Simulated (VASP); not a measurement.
Output of a VASP run:

### OUTCAR
```
 ion  position               nearest neighbor table
   1  0.500  0.500  0.500-   2 2.50   2 2.50   2 2.50   2 2.50   2 2.50   2 2.50   2 2.50   2 2.50
  LATTYP: Found a simple cubic cell.
 ALAT       =     2.8894138031
 Subroutine PRICEL returns:
 Original cell was already a primitive cell.
 Subroutine GETGRP returns: Found 48 space group operations
The static configuration has the point symmetry O_h .
The dynamic configuration has the point symmetry O_h .
 Subroutine INISYM returns: Found 48 space group operations
 Subroutine IBZKPT returns following result:
 Found     56 irreducible k-points:

 Following reciprocal coordinates:
            Coordinates               Weight
  0.000000  0.000000  0.000000      1.000000
  0.090909  0.000000  0.000000      6.000000
  0.181818  0.000000  0.000000      6.000000
  0.272727  0.000000  0.000000      6.000000
  0.363636  0.000000  0.000000      6.000000
  0.454545  0.000000  0.000000      6.000000
  0.090909  0.090909  0.000000     12.000000
  0.181818  0.090909  0.000000     24.000000
  0.272727  0.090909  0.000000     24.000000
  0.363636  0.090909  0.000000     24.000000
  0.454545  0.090909  0.000000     24.000000
  0.181818  0.181818  0.000000     12.000000
  0.272727  0.181818  0.000000     24.000000
  0.363636  0.181818  0.000000     24.000000
  0.454545  0.181818  0.000000     24.000000
  0.272727  0.272727  0.000000     12.000000
  0.363636  0.272727  0.000000     24.000000
  0.454545  0.272727  0.000000     24.000000
  0.363636  0.363636  0.000000     12.000000
  0.454545  0.363636  0.000000     24.000000
  0.454545  0.454545  0.000000     12.000000
  0.090909  0.090909  0.090909      8.000000
  0.181818  0.090909  0.090909     24.000000
  0.272727  0.090909  0.090909     24.000000
  0.363636  0.090909  0.090909     24.000000
  0.454545  0.090909  0.090909     24.000000
  0.181818  0.181818  0.090909     24.000000
  0.272727  0.181818  0.090909     48.000000
  0.363636  0.181818  0.090909     48.000000
  0.454545  0.181818  0.090909     48.000000
  0.272727  0.272727  0.090909     24.000000
  0.363636  0.272727  0.090909     48.000000
  0.454545  0.272727  0.090909     48.000000
  0.363636  0.363636  0.090909     24.000000
  0.454545  0.363636  0.090909     48.000000
  0.454545  0.454545  0.090909     24.000000
  0.181818  0.181818  0.181818      8.000000
  0.272727  0.181818  0.181818     24.000000
  0.363636  0.181818  0.181818     24.000000
  0.454545  0.181818  0.181818     24.000000
   k-points           NKPTS =     56   k-points in BZ     NKDIM =     56   number of bands    NBANDS=     10
   number of dos      NEDOS =    301   number of ions     NIONS =      2
   total plane-waves  NPLWV =  13824
   dimension x,y,z NGX =    24 NGY =   24 NGZ =   24
   dimension x,y,z NGXF=    48 NGYF=   48 NGZF=   48
   ions per type =               1   1
   PREC   = accura    normal or accurate (medium, high low for compatibility)
   ISTART =      0    job   : 0-new  1-cont  2-samecut
   ICHARG =      2    charge: 1-file 2-atom 10-const
   ISPIN  =      1    spin polarized calculation?
   LNONCOLLINEAR =      F non collinear calculations
   LSORBIT =      F    spin-orbit coupling
   INIWAV =      1    electr: 0-lowe 1-rand  2-diag
   ENCUT  =  520.0 eV  38.22 Ry    6.18 a.u.   5.37  5.37  5.37*2*pi/ulx,y,z
   NELM   =    100;   NELMIN=  2; NELMDL= -5     # of ELM steps
   EDIFF  = 0.1E-05   stopping-criterion for ELM
   LREAL  =      F    real-space projection
   NLSPLINE    = F    spline interpolate recip. space projectors
   LMAXMIX     =    4 max onsite mixed and CHGCAR
   VOSKOWN=      0    Vosko Wilk Nusair interpolation
   EDIFFG = -.1E-01   stopping-criterion for IOM
   NSW    =     60    number of steps for IOM
   NBLOCK =      1;   KBLOCK =     60    inner block; outer block
   IBRION =      2    ionic relax: 0-MD 1-quasi-New 2-CG
   NFREE  =      1    steps in history (QN), initial steepest desc. (CG)
...
```

File OSZICAR:
```
       N       E                     dE             d eps       ncg     rms          rms(c)
DAV:   1     0.408227813262E+02    0.40823E+02   -0.52763E+03  1128   0.125E+03
DAV:   2    -0.654706571324E+01   -0.47370E+02   -0.45046E+02  1134   0.190E+02
DAV:   3    -0.776215438856E+01   -0.12151E+01   -0.12048E+01  1300   0.403E+01
DAV:   4    -0.778634831362E+01   -0.24194E-01   -0.24184E-01  1412   0.506E+00
DAV:   5    -0.778705020196E+01   -0.70189E-03   -0.70186E-03  1300   0.841E-01    0.104E+01
DAV:   6    -0.100309680696E+02   -0.22439E+01   -0.53931E+01  1278   0.108E+02    0.154E+01
DAV:   7    -0.665074646137E+01    0.33802E+01   -0.26072E+01  1240   0.709E+01    0.163E+00
DAV:   8    -0.664851603320E+01    0.22304E-02   -0.16886E-01  1168   0.373E+00    0.987E-01
DAV:   9    -0.664028216003E+01    0.82339E-02   -0.36003E-02  1342   0.300E+00    0.226E-01
DAV:  10    -0.664019967672E+01    0.82483E-04   -0.15796E-03  1492   0.521E-01    0.600E-02
DAV:  11    -0.664018259402E+01    0.17083E-04   -0.20204E-04  1478   0.192E-01    0.176E-02
DAV:  12    -0.664017934564E+01    0.32484E-05   -0.54974E-06  1258   0.305E-02    0.495E-03
DAV:  13    -0.664017901126E+01    0.33438E-06   -0.17272E-06   580   0.134E-02
   1 F= -.66401790E+01 E0= -.66400830E+01  d E =-.664018E+01
```

OUTCAR:
```
------------------------ aborting loop because EDIFF is reached ----------------------------------------
  FORCE on cell =-STRESS in cart. coord.  units (eV):
  Direction    XX          YY          ZZ          XY          YZ          ZX
  --------------------------------------------------------------------------------------
  Total       -0.0033816     -0.0033816     -0.0033816     -0.0000000     -0.0000000      0.0000000
  in kB       -0.2245937     -0.2245937     -0.2245937     -0.0000000     -0.0000000      0.0000000
  external PRESSURE =      -0.2245937 kB  Pullay stress =       0.0000000 kB
  volume of cell :       24.12
      direct lattice vectors                 reciprocal lattice vectors
     2.889413803  0.000000000  0.000000000     0.346090961  0.000000000  0.000000000
     0.000000000  2.889413803  0.000000000     0.000000000  0.346090961  0.000000000
     0.000000000  0.000000000  2.889413803     0.000000000  0.000000000  0.346090961
 POSITION                                       TOTAL-FORCE (eV/Angst)
 -----------------------------------------------------------------------------------
      1.44471      1.44471      1.44471         0.000000      0.000000      0.000000
      0.00000      0.00000      0.00000         0.000000      0.000000      0.000000
 -----------------------------------------------------------------------------------
    total drift:                               -0.000000      0.000000      0.000000
  FREE ENERGIE OF THE ION-ELECTRON SYSTEM (eV)
  ---------------------------------------------------
  free  energy   TOTEN  =        -6.6401790113 eV

  energy  without entropy=       -6.6398911190  energy(sigma->0) =       -6.64008305

 reached required accuracy - stopping structural energy minimisation
```
(Selected blocks of OUTCAR.)

### POSCAR
```
CoAl
1
    2.8894138031    -0.0000000000     0.0000000000
   -0.0000000000     2.8894138031     0.0000000000
    0.0000000000    -0.0000000000     2.8894138031
Al Co
1 1
Direct
  0.5000000000   0.5000000000   0.5000000000
  0.0000000000   0.0000000000   0.0000000000
```

Q: Write an INCAR and KPOINTS that could have produced this output.

A: One answer among several that fit: the input of the run itself, vdW-DF2, plane waves, VASP's PBE PAW potentials (set 64).

KPOINTS:
```
Automatic mesh
0
Gamma
11 11 11
0 0 0
```

### INCAR
```
# general
SYSTEM    =  CoAl
PREC      =  Accurate
ENCUT     =  520
LREAL     =  .FALSE.   # projection in real space or not
LASPH     =  .TRUE.

# electronic loop
EDIFF     =  1E-6   # SCF stop (eV)
NELM      =  100
ALGO      =  Normal   # blocked Davidson
LMAXMIX   =  4   # l cut-off of mixed one-centre charges

# smearing
ISMEAR    =  1   # Methfessel-Paxton
SIGMA     =  0.1   # width (eV)

# functional
GGA       =  ML
LUSE_VDW  =  .TRUE.
AGGAC     =  0.0
ZAB_VDW   =  -1.8867

# ions
IBRION    =  2   # conjugate gradients
NSW       =  60   # most ionic steps
ISIF      =  3   # ions, shape and volume
EDIFFG    =  -0.01   # ionic stop

# output
LWAVE     =  .FALSE.
LCHARG    =  .FALSE.
```

POTCAR, in this order: Al Co (PBE.64 set). Program: vasp_std.

The compound is CoAl in the CsCl type structure. It was relaxed first. The start is the result of an earlier pass. The run is not spin-polarised, so no magnetic state was tried.
